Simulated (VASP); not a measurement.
All values below come from PBE GGA, VASP's PBE PAW potentials (set 64) (plane waves; VASP).

VASP ran on this input.

INCAR:
```
SYSTEM = Si2Ni
PREC = Accurate
ENCUT = 300
EDIFF = 1E-6
NELM = 100
ALGO = Normal
LREAL = .FALSE.
LASPH = .TRUE.
ISMEAR = 0
SIGMA = 0.1
GGA = PE
LMAXMIX = 4
LWAVE = .FALSE.
LCHARG = .FALSE.
ISIF = 2
```

POSCAR:
```
Si2Ni
1.0
  0.0000000000   2.6931550000   2.6931550000
  2.6931550000   0.0000000000   2.6931550000
  2.6931550000   2.6931550000   0.0000000000
Si Ni
2 1
Cart
  1.3465775000   1.3465775000   1.3465775000
  4.0397325000   4.0397325000   4.0397325000
  0.0000000000   0.0000000000   0.0000000000
```

### KPOINTS
```
Automatic mesh
0
Gamma
9 9 9
0 0 0
```

POTCAR, in this order: Si Ni (PBE.64 set). Program: vasp_std.

The run wrote:

### OSZICAR
```
       N       E                     dE             d eps       ncg     rms          rms(c)
DAV:   1     0.514728376141E+02    0.51473E+02   -0.56682E+03   934   0.918E+02
DAV:   2    -0.167032734707E+02   -0.68176E+02   -0.64240E+02   945   0.205E+02
DAV:   3    -0.193342518833E+02   -0.26310E+01   -0.25668E+01  1198   0.445E+01
DAV:   4    -0.193753274937E+02   -0.41076E-01   -0.41038E-01  1053   0.556E+00
DAV:   5    -0.193763704850E+02   -0.10430E-02   -0.10428E-02  1214   0.861E-01    0.164E+01
DAV:   6    -0.238488130557E+02   -0.44724E+01   -0.52402E+01   985   0.172E+02    0.241E+01
DAV:   7    -0.174416359070E+02    0.64072E+01   -0.15696E+01  1103   0.107E+02    0.397E+00
DAV:   8    -0.173985304428E+02    0.43105E-01   -0.21838E+00  1333   0.240E+01    0.278E+00
DAV:   9    -0.173475243779E+02    0.51006E-01   -0.29575E-01  1098   0.110E+01    0.596E-01
DAV:  10    -0.173460634606E+02    0.14609E-02   -0.10862E-02  1186   0.208E+00    0.244E-01
DAV:  11    -0.173461741266E+02   -0.11067E-03   -0.97332E-04  1143   0.265E-01    0.380E-02
DAV:  12    -0.173462057184E+02   -0.31592E-04   -0.72746E-05  1226   0.171E-01    0.236E-02
DAV:  13    -0.173462057438E+02   -0.25475E-07   -0.25924E-05  1087   0.104E-01    0.788E-03
DAV:  14    -0.173462059354E+02   -0.19157E-06   -0.18554E-06   858   0.179E-02
   1 F= -.17346206E+02 E0= -.17343877E+02  d E =-.465808E-02
```

File OUTCAR:
```
------------------------ aborting loop because EDIFF is reached ----------------------------------------
  FORCE on cell =-STRESS in cart. coord.  units (eV):
  Direction    XX          YY          ZZ          XY          YZ          ZX
  --------------------------------------------------------------------------------------
  Total        1.2600827      1.2600827      1.2600827      0.0000000      0.0000000      0.0000000
  in kB       51.6767989     51.6767989     51.6767989      0.0000000      0.0000000      0.0000000
  external PRESSURE =      51.6767989 kB  Pullay stress =       0.0000000 kB
  volume of cell :       39.07
      direct lattice vectors                 reciprocal lattice vectors
     0.000000000  2.693155000  2.693155000    -0.185655857  0.185655857  0.185655857
     2.693155000  0.000000000  2.693155000     0.185655857 -0.185655857  0.185655857
     2.693155000  2.693155000  0.000000000     0.185655857  0.185655857 -0.185655857
 POSITION                                       TOTAL-FORCE (eV/Angst)
 -----------------------------------------------------------------------------------
      1.34658      1.34658      1.34658         0.000000     -0.000000      0.000000
      4.03973      4.03973      4.03973         0.000000      0.000000     -0.000000
      0.00000      0.00000      0.00000        -0.000000     -0.000000     -0.000000
 -----------------------------------------------------------------------------------
    total drift:                               -0.000000      0.000000      0.000000
  FREE ENERGIE OF THE ION-ELECTRON SYSTEM (eV)
  ---------------------------------------------------
  free  energy   TOTEN  =       -17.3462059354 eV

  energy  without entropy=      -17.3415478592  energy(sigma->0) =      -17.34387690
```
(Selected blocks of OUTCAR.)

At this cut-off the stress carries a Pulay error, which pulls relaxed volumes low.

The structure comes from a computed database's Si2Ni entry (Fm-3m); how it stands against other phases isn't given here. The cell was not relaxed at this level. The run is not spin-polarised, so no magnetic state was tried.
